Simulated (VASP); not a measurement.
Energy against volume of NiSb (NiAs type). Method: AM05 GGA, VASP's PBE PAW potentials (set 64) (plane waves; VASP). Settings: 520 eV cut-off, 9×9×6 Γ-centred mesh, first-order Methfessel-Paxton smearing of 0.10 eV, potentials Ni Sb.

Shape and ions are relaxed at each volume.

| V (Å³/atom) | E (eV/atom) |
|---|---|
| 15.761 | -5.38426 |
| 16.264 | -5.40459 |
| 16.767 | -5.41030 |
| 17.270 | -5.40386 |

**Question.** Fit these four points and predict the energy of the run at 17.773 Å³/atom.

**Answer.** A cubic in V^(−2/3), the third-order Birch-Murnaghan form, passes through the four points with V0 = 16.74 Å³/atom and B0 = 130 GPa, and gives -5.3873 eV/atom there. The run gave -5.3873 eV/atom, +0.0 meV/atom from the fit; all five points give B0 = 130 GPa.

The compound is NiSb in the NiAs type structure. It was relaxed first. The run is not spin-polarised, so no magnetic state was tried.
